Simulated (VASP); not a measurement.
```
TiSe
1.0
    4.31588     0.00000     0.00000
   -2.15794     3.73767     0.00000
    0.00000     0.00000     7.06842
Ti Se
2 2
Direct
  0.66667   0.33333   0.00000
  0.33333   0.66667   0.50000
  0.66667   0.33333   0.62520
  0.33333   0.66667   0.12520
```

The numbers are results of PBE GGA, VASP's PBE PAW potentials (set 64) (plane waves; VASP), not measurements. Numerical set-up: 400 eV cut-off, KSPACING 0.25 per Å, Gaussian smearing of 0.050 eV, potentials Ti_sv Se.

Give the force on each atom (eV/Å).

| atom | Fx | Fy | Fz |
|---|---|---|---|
| Ti1 | 0.000 | 0.000 | -0.229 |
| Ti2 | 0.000 | 0.000 | -0.229 |
| Se3 | 0.000 | 0.000 | 0.229 |
| Se4 | 0.000 | 0.000 | 0.229 |

Give the stress tensor in GPa (positive for a compressed cell).

```
-8.71   0.00   0.00
 0.00  -8.71   0.00
 0.00   0.00  -8.17
```
The pressure is its mean diagonal, -8.53 GPa.

The structure was generated: TiSe was put into the wurtzite type (P6_3mc), which need not be its known phase. The cell was not relaxed at this level. The run is one of a series of settings (KGAMMA = .TRUE., KSPACING = 0.25, KPOINTS file removed against the base run), some of them coarse on purpose.
